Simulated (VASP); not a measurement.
Calculation: PBEsol GGA, VASP's PBE PAW potentials (set 64) (plane waves; VASP 6.6.1).

A VASP calculation is set up with these files.

POSCAR:
```
PtSe2
1
    1.8984613299    -3.2882317317     0.0000000000
    1.8984613299     3.2882317317     0.0000000000
    0.0000000000    -0.0000000000     4.9091045786
Pt Se
1 2
Direct
  0.0000000000   0.0000000000   0.0000000000
  0.3333330000   0.6666670000   0.2612697859
  0.6666670000   0.3333330000   0.7387302141
```

INCAR:
```
# general
SYSTEM  = PtSe2
PREC    = Accurate
ENCUT   = 520
LREAL   = .FALSE.
LASPH   = .TRUE.

# electronic loop
EDIFF   = 1E-7
NELM    = 100
ALGO    = Normal
LMAXMIX = 6

# smearing
ISMEAR  = 1
SIGMA   = 0.1

# functional
GGA     = PS

# ions
IBRION  = 2
NSW     = 30
ISIF    = 4
EDIFFG  = -0.01

# output
LWAVE   = .FALSE.
LCHARG  = .FALSE.
```

KPOINTS:
```
Automatic mesh
0
Gamma
9 9 6
0 0 0
```

POTCAR, in this order: Pt Se (PBE.64 set). Program: vasp_std.

Without a dispersion term in the relaxation, distances and binding between the weakly bound layers, chains or molecules are unreliable, and so is what depends on them. Unless said otherwise, spin-orbit coupling is left out, though it shifts the bands of the heavy elements here.

Q: Predict the energy per atom (σ→0), band gap (on the k-mesh).

A: 
```json
{
  "energy per atom (σ→0)": "-5.300 eV/atom",
  "band gap (on the k-mesh)": "none (metal, semimetal or under 0.01 eV)"
}
```

OSZICAR:
```
...
       N       E                     dE             d eps       ncg     rms          rms(c)
DAV:   1    -0.158997686092E+02   -0.81760E-03   -0.39500E-02  1881   0.143E+00    0.132E-01
DAV:   2    -0.158992104947E+02    0.55811E-03   -0.17246E-03  2014   0.347E-01    0.722E-02
DAV:   3    -0.158990998317E+02    0.11066E-03   -0.31483E-04  2133   0.168E-01    0.347E-02
DAV:   4    -0.158990690725E+02    0.30759E-04   -0.99622E-05  2035   0.758E-02    0.152E-02
DAV:   5    -0.158990682723E+02    0.80021E-06   -0.93646E-06  2147   0.215E-02    0.517E-03
DAV:   6    -0.158990682931E+02   -0.20804E-07   -0.65930E-07  2252   0.690E-03
   6 F= -.15899068E+02 E0= -.15899092E+02  d E =-.688596E-03
```

The compound is PtSe2 in the 1T layered structure. This cell is one point of a volume scan, at 1.03 of the reference volume. Symmetry was kept, so distortions that lower it aren't found.
